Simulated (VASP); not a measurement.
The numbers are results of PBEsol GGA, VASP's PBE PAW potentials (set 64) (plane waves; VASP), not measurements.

The input files of a VASP run:

**POSCAR**
```
Zn
1
    1.2566371605    -2.1765600343    -0.0000000000
    1.2566371605     2.1765600343     0.0000000000
    0.0000000000    -0.0000000000     4.4475008444
Zn
2
Direct
  0.3333330000   0.6666670000   0.2500000000
  0.6666670000   0.3333330000   0.7500000000
```

INCAR:
```
SYSTEM = Zn
PREC = Accurate
ENCUT = 500
EDIFF = 1E-6
NELM = 100
ALGO = Normal
LREAL = .FALSE.
LASPH = .TRUE.
ISMEAR = 1
SIGMA = 0.1
GGA = PS
LMAXMIX = 4
LWAVE = .FALSE.
LCHARG = .FALSE.
IBRION = 2
ISIF = 3
NSW = 40
EDIFFG = -0.02
PSTRESS = 200
```

KPOINTS:
```
Automatic mesh
0
Gamma
17 17 8
0 0 0
```

POTCAR, in this order: Zn (PBE.64 set). Program: vasp_std.

### Question
Predict the energy per atom (σ→0), volume per atom, band gap (on the k-mesh).

### Answer

The energy per atom (σ→0) comes out as -1.477 eV/atom. The band gap (on the k-mesh) is none (metal, semimetal or under 0.01 eV). The volume per atom comes out as 12.10 Å³/atom.

File OSZICAR:
```
...
DAV:   1    -0.299644775451E+01   -0.76770E-01   -0.46900E-01  5472   0.144E+01    0.145E+00
DAV:   2    -0.295930664161E+01    0.37141E-01   -0.12729E-01  5832   0.864E+00    0.514E-01
DAV:   3    -0.295521082461E+01    0.40958E-02   -0.21048E-03  6120   0.733E-01    0.276E-01
DAV:   4    -0.295355186966E+01    0.16590E-02   -0.59553E-04  8472   0.499E-01    0.193E-02
DAV:   5    -0.295356056182E+01   -0.86922E-05   -0.82083E-05  5608   0.106E-01    0.616E-03
DAV:   6    -0.295356165786E+01   -0.10960E-05   -0.13303E-06  4208   0.132E-02    0.129E-03
DAV:   7    -0.295356182509E+01   -0.16723E-06   -0.99330E-08  2808   0.418E-03
   7 F= 0.66297272E-01 E0= 0.66324281E-01  d E =-.755219E-03
```

The compound is Zn in the hcp structure. This run relaxes it under an external pressure of 20 GPa. Symmetry was kept, so distortions that lower it aren't found.
